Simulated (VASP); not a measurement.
Consider the following.

```
CELL_PARAMETERS angstrom
     -1.56575     1.56575     2.40746
      1.56575    -1.56575     2.40746
      1.56575     1.56575    -2.40746
ATOMIC_POSITIONS crystal
  In 0.00000 0.00000 0.00000
```

These are revTPSS meta-GGA, VASP's PBE PAW potentials (set 64) (plane waves; VASP 6.6.1) values and carry that method's errors. Run with 520 eV cut-off, 16×16×16 Γ-centred mesh, first-order Methfessel-Paxton smearing of 0.10 eV, potentials In_d.

### Question
Give the stress tensor in GPa (positive for a compressed cell).

### Answer

```
3.46  0.00  0.00
0.00  3.46  0.00
0.00  0.00  3.48
```
The pressure is its mean diagonal, 3.47 GPa.

The compound is In in the bct structure. This cell is one point of a volume scan, at 0.94 of the reference volume.
